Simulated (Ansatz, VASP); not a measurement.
## Cross-check of TiSb between VASP and Ansatz

Wanted: the spread between two codes on one cell, functional and k mesh.

Main program and level: Ansatz 0.2.0; plane waves, with VASP 6.6.1 beside it; band structure at LDA, spin-orbit coupling and single point at LDA, spin-orbit coupling.

## Step 1: Starting point

It takes space group P6_3/mmc (No. 194, hexagonal). Conventional cell: a = 4.103 Å, b = 4.103 Å, c = 6.284 Å, α = 90.00°, β = 90.00°, γ = 120.00°. Nearest to Ti lie 6 Sb at 2.84 Å and 2 Ti at 3.14 Å. Sb has 6 Ti at 2.84 Å nearest. Farther neighbours are not listed.

Coordinates:

```xyz
4
Lattice="4.1033 0.0000 0.0000 -2.0516 3.5536 0.0000 0.0000 0.0000 6.2836" Properties=species:S:1:pos:R:3 pbc="T T T"
Ti    0.0000    0.0000    0.0000
Ti    0.0000    0.0000    3.1418
Sb    0.0000    2.3690    1.5709
Sb    2.0517    1.1845    4.7127
```

## Step 2: VASP: band structure, LDA, spin-orbit coupling

With cell and atoms fixed, the geometry can't cause a difference; cores, projectors, grids and the points listed under the comparison can.

Lines of VASP's logs that name or quote its potential files are left out, and so is its time.

INCAR

```
SYSTEM = TiSb
PREC = Accurate
ENCUT = 400
EDIFF = 1E-06
NELM = 100
ISMEAR = -1
SIGMA = 0.05
LREAL = .FALSE.
ALGO = Normal
GGA = CA
LNONCOLLINEAR = .TRUE.
MAGMOM = 0 0 0 0 0 0 0 0 0 0 0 0
NBANDS = 46
GGA_COMPAT = .FALSE.
LASPH = .TRUE.
LSORBIT = .TRUE.
LMAXMIX = 4
LORBIT = 11
LWAVE = .FALSE.
LCHARG = .FALSE.
KPAR = 4
```

POSCAR

```
TiSb
1.0
    4.1033000000      0.0000000000      0.0000000000
   -2.0516500000      3.5535620393      0.0000000000
    0.0000000000      0.0000000000      6.2836000000
Ti Sb
2 2
Direct
    0.0000000000      0.0000000000      0.0000000000
    0.0000000000      0.0000000000      0.5000000000
    0.3333333333      0.6666666667      0.2500000000
    0.6666666667      0.3333333333      0.7500000000
```

KPOINTS

```
Automatic mesh
0
Gamma
7 7 4
0 0 0
```

KPOINTS_OPT

```
Line mode
16
Line-mode
Reciprocal
  0.00000000   0.00000000   0.00000000 GAMMA
  0.50000000   0.00000000   0.00000000 M

  0.50000000   0.00000000   0.00000000 M
  0.33333333   0.33333333   0.00000000 K

  0.33333333   0.33333333   0.00000000 K
  0.00000000   0.00000000   0.00000000 GAMMA

  0.00000000   0.00000000   0.00000000 GAMMA
  0.00000000   0.00000000   0.50000000 A

  0.00000000   0.00000000   0.50000000 A
  0.50000000   0.00000000   0.50000000 L

  0.50000000   0.00000000   0.50000000 L
  0.33333333   0.33333333   0.50000000 H

  0.33333333   0.33333333   0.50000000 H
  0.00000000   0.00000000   0.50000000 A

  0.50000000   0.00000000   0.50000000 L
  0.50000000   0.00000000   0.00000000 M

  0.33333333   0.33333333   0.00000000 K
  0.33333333   0.33333333   0.50000000 H
```

The projector-augmented-wave data sets are Ti_sv and Sb (LDA family, release 64).

The run is started by

```
$ mpirun -np 4 vasp_ncl
```

Numbers of over 12 decimals in the logs are rounded to 6 here.

The program printed:

```text
[banner, memory and clock lines left out]
running    4 mpi-ranks, on    1 nodes
 distrk:  each k-point on    1 cores,    4 groups
 distr:  one band on    1 cores,    1 groups

 POSCAR found type information on POSCAR TiSb
 POSCAR found :  2 types and       4 ions
 LDA part: xc-table for (Slater(with rela. corr.)+CA(PZ))
 , standard interpolation
 POSCAR, INCAR and KPOINTS ok, starting setup
 FFT: planning ... GRIDC
 FFT: planning ... GRID_SOFT
 FFT: planning ... GRID
 WAVECAR not read
 entering main loop
       N       E                     dE             d eps       ncg     rms          rms(c)
DAV:   1     0.346436840264E+03    0.34644E+03   -0.13320E+04  2224   0.125E+03
DAV:   2     0.134164888901E+02   -0.33302E+03   -0.32384E+03  2334   0.411E+02
DAV:   3    -0.275407034463E+02   -0.40957E+02   -0.40165E+02  3368   0.133E+02
DAV:   4    -0.322409702017E+02   -0.47003E+01   -0.46592E+01  3458   0.374E+01
DAV:   5    -0.325438486484E+02   -0.30288E+00   -0.30265E+00  3220   0.816E+00    0.138E+01
DAV:   6    -0.293188153236E+02    0.32250E+01   -0.35031E+01  2830   0.423E+01    0.597E+00
DAV:   7    -0.288201689736E+02    0.49865E+00   -0.63215E+00  2836   0.186E+01    0.351E+00
DAV:   8    -0.287690043801E+02    0.51165E-01   -0.51414E-01  3084   0.500E+00    0.114E+00
DAV:   9    -0.287613890946E+02    0.76153E-02   -0.65223E-02  2962   0.223E+00    0.530E-01
DAV:  10    -0.287615925702E+02   -0.20348E-03   -0.73703E-03  3266   0.661E-01    0.270E-01
DAV:  11    -0.287615978450E+02   -0.52747E-05   -0.26740E-03  2828   0.362E-01    0.673E-02
DAV:  12    -0.287615617688E+02    0.36076E-04   -0.27655E-04  3078   0.123E-01    0.208E-02
DAV:  13    -0.287615617869E+02   -0.18093E-07   -0.27478E-05  3194   0.316E-02    0.568E-03
DAV:  14    -0.287615617203E+02    0.66570E-07   -0.78952E-07  1894   0.927E-03
   1 F= -.28761562E+02 E0= -.28743445E+02  d E =-.362339E-01  mag=    -0.0000    -0.0000     0.0000
 Start KPOINTS_OPT (optional k-point list driver)
k-point batch [1-24\144]
       N       E                     dE             ncg
DAV:   1    -0.132747026798E+04   -0.14075E+05     2288
DAV:   2    -0.926897323866E+04   -0.79415E+04     2340
DAV:   3    -0.102332919020E+05   -0.96432E+03     3344
DAV:   4    -0.103589839732E+05   -0.12569E+03     3408
DAV:   5    -0.103690572414E+05   -0.10073E+02     3238
DAV:   6    -0.103693909007E+05   -0.33366E+00     3274
DAV:   7    -0.103694085867E+05   -0.17686E-01     3324
DAV:   8    -0.103694088405E+05   -0.25382E-03     3168
DAV:   9    -0.103694088499E+05   -0.93367E-05     2652
DAV:  10    -0.103694088501E+05   -0.19004E-06     1954
[...]
k-point batch [121-144\144]
       N       E                     dE             ncg
DAV:   1    -0.150346061877E+04   -0.24197E+05     2280
DAV:   2    -0.935072193218E+04   -0.78473E+04     2368
DAV:   3    -0.103088363996E+05   -0.95811E+03     3248
DAV:   4    -0.104234980122E+05   -0.11466E+03     3388
DAV:   5    -0.104326111845E+05   -0.91132E+01     3348
DAV:   6    -0.104329108880E+05   -0.29970E+00     3278
DAV:   7    -0.104329271112E+05   -0.16223E-01     3406
DAV:   8    -0.104329275552E+05   -0.44398E-03     3138
DAV:   9    -0.104329275820E+05   -0.26844E-04     2812
DAV:  10    -0.104329275837E+05   -0.16695E-05     1938
DAV:  11    -0.104329275839E+05   -0.18699E-06     1884
```

OUTCAR, selected parts (step 2):

```text
ion  position               nearest neighbor table
   1  0.000  0.000  0.000-   3 2.84   4 2.84   3 2.84   4 2.84   4 2.84   3 2.84
   2  0.000  0.000  0.500-   3 2.84   4 2.84   3 2.84   4 2.84   4 2.84   3 2.84
   3  0.333  0.667  0.250-   1 2.84   2 2.84   1 2.84   2 2.84   1 2.84   2 2.84
   4  0.667  0.333  0.750-   1 2.84   2 2.84   1 2.84   2 2.84   1 2.84   2 2.84

  LATTYP: Found a hexagonal cell.
 ALAT       =     4.1033000000
 C/A-ratio  =     1.5313528136

 Subroutine GETGRP returns: Found 24 space group operations
 (whereof 12 operations were pure point group operations)

The static configuration has the point symmetry D_3d.
 The point group associated with its full space group is D_6h.

 Found     24 irreducible k-points:

   k-points           NKPTS =     24   k-points in BZ     NKDIM =     24   number of bands    NBANDS=     46

   dimension x,y,z NGX =    28 NGY =   28 NGZ =   42
   dimension x,y,z NGXF=    56 NGYF=   56 NGZF=   84

   ENCUT  =  400.0 eV  29.40 Ry    5.42 a.u.   6.69  6.69 10.25*2*pi/ulx,y,z

   NELECT =      34.0000    total number of electrons

 k-points in reciprocal lattice and weights: Automatic mesh
   0.00000000  0.00000000  0.00000000       0.005
   0.14285714 -0.00000000  0.00000000       0.031
   0.28571429 -0.00000000  0.00000000       0.031
   0.42857143 -0.00000000  0.00000000       0.031
   0.14285714  0.14285714  0.00000000       0.031
   0.28571429  0.14285714  0.00000000       0.061
   0.42857143  0.14285714  0.00000000       0.031
   0.28571429  0.28571429  0.00000000       0.031
   0.00000000  0.00000000  0.25000000       0.010
[...]
0.42857143  0.14285714  0.50000000       0.031
   0.28571429  0.28571429  0.50000000       0.031

 average (electrostatic) potential at core
       1 -73.5642       2 -73.5642       3 -85.2398       4 -85.2398

 E-fermi :   7.8186

 k-point     1 :       0.0000    0.0000    0.0000
  band No.  band energies     occupation
    ...
     32       7.5578      0.99460
     33       7.7939      0.62108
     34       7.7939      0.62108
     35       7.8159      0.51330
     36       7.8159      0.51330
     37       8.3387      0.00003
     38       8.3387      0.00003
     39       9.0140      0.00000
     40       9.0140      0.00000
     41       9.0338      0.00000
    ...

 k-point     2 :       0.1429   -0.0000    0.0000
  band No.  band energies     occupation
    ...
     30       6.9921      1.00000
     31       7.1148      1.00000
     32       7.1148      1.00000
     33       7.2135      0.99999
     34       7.2135      0.99999
     35       7.9259      0.10464
     36       7.9259      0.10464
     37       8.5135      0.00000
     38       8.5135      0.00000
     39       8.8498      0.00000
    ...

 k-point     3 :       0.2857   -0.0000    0.0000
  band No.  band energies     occupation
    ...
     30       6.2655      1.00000
     31       6.6025      1.00000
     32       6.6025      1.00000
     33       6.8454      1.00000
     34       6.8454      1.00000
     35       8.2274      0.00028
     36       8.2274      0.00028
     37       8.5237      0.00000
     38       8.5237      0.00000
     39       8.6989      0.00000
    ...

  Total       -4.8291879     -4.8291879     -4.7871024      0.0000000      0.0000000      0.0000000
  in kB      -84.4459798    -84.4459798    -83.7100493      0.0000000      0.0000000      0.0000000
  external PRESSURE =     -84.2006696 kB  Pullay stress =       0.0000000 kB

  energy-cutoff  :      400.00
  volume of cell :       91.62
      direct lattice vectors                 reciprocal lattice vectors
     4.103300000  0.000000000  0.000000000     0.243706285  0.140703889  0.000000000
    -2.051650000  3.553562039  0.000000000     0.000000000  0.281407779  0.000000000
     0.000000000  0.000000000  6.283600000     0.000000000  0.000000000  0.159144439

 POSITION                                       TOTAL-FORCE (eV/Angst)
 -----------------------------------------------------------------------------------
      0.00000      0.00000      0.00000        -0.000000      0.000000      0.000000
      0.00000      0.00000      3.14180        -0.000000      0.000000      0.000000
     -0.00000      2.36904      1.57090        -0.000000     -0.000000     -0.000000
      2.05165      1.18452      4.71270         0.000000      0.000000      0.000000
 -----------------------------------------------------------------------------------
    total drift:                               -0.000000      0.000000      0.000000

  FREE ENERGIE OF THE ION-ELECTRON SYSTEM (eV)
  ---------------------------------------------------
  free  energy   TOTEN  =       -28.7615617203 eV

  energy  without entropy=      -28.7253277947  energy(sigma->0) =      -28.74344476

 Spin-Orbit-Coupling matrix elements
 Ion:    1  E_soc:     -0.0134171
 Ion:    2  E_soc:     -0.0134171
 Ion:    3  E_soc:     -0.1270349
 Ion:    4  E_soc:     -0.1270349

 total charge
# of ion       s       p       d       tot
------------------------------------------
    1        2.160   6.093   1.926  10.179
    2        2.160   6.093   1.926  10.179
    3        1.124   1.389   0.040   2.553
    4        1.124   1.389   0.040   2.553
--------------------------------------------------
tot          6.569  14.964   3.931  25.465

 magnetization (x)
# of ion       s       p       d       tot
------------------------------------------
    1        0.000   0.000  -0.000  -0.000
    2        0.000   0.000  -0.000  -0.000
    3        0.000  -0.000   0.000   0.000
    4        0.000  -0.000   0.000   0.000
--------------------------------------------------
tot          0.000  -0.000  -0.000  -0.000

 magnetization (y)
# of ion       s       p       d       tot
------------------------------------------
    1       -0.000   0.000   0.000   0.000
    2        0.000   0.000   0.000   0.000
    3        0.000   0.000   0.000   0.000
    4        0.000   0.000   0.000   0.000
--------------------------------------------------
tot          0.000   0.000   0.000   0.000

 magnetization (z)
# of ion       s       p       d       tot
------------------------------------------
    1       -0.000  -0.000   0.000   0.000
    2       -0.000  -0.000   0.000   0.000
    3        0.000   0.000   0.000   0.000
    4        0.000   0.000   0.000   0.000
--------------------------------------------------
tot         -0.000  -0.000   0.000   0.000

[... 3 further parts left out ...]
```

At this level the cell is under a tension of 8.4 GPa, so at these settings it is away from equilibrium.

[end of part 1 of 2]

[Lines on the potential files, build, host, timing and source positions are cut from VASP's logs without a mark.]

[Logs are printed without paths, hosts, clocks, repeated set-up lines and the standing remarks that a program may print on its own settings, such as how far it seeks lower states.]

[Hosts, paths, dates, database ids (printed as entryN), source tags and the programs' standing remarks are cut or masked in the printed files.]
